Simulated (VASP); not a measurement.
Set up this calculation in VASP 6.6.1, as the native input.

```
Task                   : single point
Functional             : PBEsol
Potentials or basis    : VASP PAW PBE potentials, release 64 (Lu, Li_sv)
Cutoff                 : 520 eV
k mesh                 : 10 × 10 × 10
Occupations            : fermi-dirac, width 0.1 eV
Spin                   : no spin polarisation
Dipole correction      : no
Further INCAR settings : ALGO = Normal; EDIFF = 1e-07; NBANDS = 21
```

The structure of LiLu lies in POSCAR:

```
LiLu
1.0
    0.0000000000      2.9184640000      2.9184640000
    2.9184640000      0.0000000000      2.9184640000
    2.9184640000      2.9184640000      0.0000000000
Lu Li
1 1
Direct
    0.0000000000      0.0000000000      0.0000000000
    0.5000000000      0.5000000000      0.5000000000
```

The cell was built by a generator and needn't be a form met in nature.

These files were run (other wordings do the same):

INCAR

```
  PREC = Accurate
  ENCUT = 520
  EDIFF = 1E-7
  ISMEAR = -1
  SIGMA = 0.1
  LREAL = F
  LASPH = T
  NELM = 100
  ALGO = Normal
  ISIF = 2
  LWAVE = F
  LCHARG = F
  GGA = PS
  NBANDS = 21
```

KPOINTS

```
Automatic mesh
0
Gamma
  10 10 10
```

Potentials or basis: VASP PAW PBE potentials, release 64 (Lu, Li_sv).

Launch:

```console
$ cat potpaw_PBE.64/Lu/POTCAR potpaw_PBE.64/Li_sv/POTCAR > POTCAR
$ mpirun -np 1 vasp_std > vasp.out
```

It gave:

The band gap on the k mesh is none (metal or under the smearing width).

Wall time 29 s on 1 thread of AMD EPYC 9R45 (Zen 5), on a shared host, peak memory 0.18 GiB.
